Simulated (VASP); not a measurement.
A VASP calculation is set up with these files.

### KPOINTS
```
Automatic
0
gamma
  12 12 7
0 0 0
```

### POSCAR
```
Mg
1
    3.1474370000     0.0000000000     0.0000000000
   -1.5737180000     2.7257600000     0.0000000000
    0.0000000000     0.0000000000     5.1013560000
Mg
2
Direct
  0.3333330000   0.6666670000   0.2500000000
  0.6666670000   0.3333330000   0.7500000000
```

### INCAR
```
# general
SYSTEM = Mg
PREC   = Accurate
ENCUT  = 300
LREAL  = .FALSE.
LASPH  = .TRUE.

# electronic loop
EDIFF  = 1E-6
NELM   = 100
ALGO   = Normal

# smearing
ISMEAR = 0
SIGMA  = 0.1

# functional
GGA    = PE

# ions
ISIF   = 2

# output
LWAVE  = .FALSE.
LCHARG = .FALSE.
```

POTCAR, in this order: Mg (PBE.64 set). Program: vasp_std.

Task: Write an equivalent input for Quantum ESPRESSO's pw.x.

Result: One equivalent input (not run):
```
&CONTROL
  calculation = 'scf'
  pseudo_dir = './pseudo'
  outdir = './out'
  tprnfor = .true.
  tstress = .true.
/
&SYSTEM
  ibrav = 0
  nat = 2
  ntyp = 1
  ecutwfc = 84
  occupations = 'smearing'
  smearing = 'gaussian'
  degauss = 0.00735
  input_dft = 'pbe'
/
&ELECTRONS
  conv_thr = 7.3e-08
  electron_maxstep = 100
/
ATOMIC_SPECIES
  Mg 24.305 Mg.upf
CELL_PARAMETERS angstrom
     3.1474370    0.0000000    0.0000000
    -1.5737180    2.7257600    0.0000000
     0.0000000    0.0000000    5.1013560
ATOMIC_POSITIONS crystal
  Mg   0.3333330  0.6666670  0.2500000
  Mg   0.6666670  0.3333330  0.7500000
K_POINTS automatic
  12 12 7 0 0 0
```
Limits of the translation: the potentials are each code's own (VASP's PAW set, PseudoDojo norm-conserving files in pw.x), so ENCUT and ecutwfc are chosen apart and not converted; conv_thr bounds pw.x's estimated SCF error, while EDIFF bounds the energy change between steps.

The structure comes from a computed database's Mg entry; how it stands against other phases isn't given here. The cell was not relaxed at this level, and its volume differs by -5.9 % from the start's.
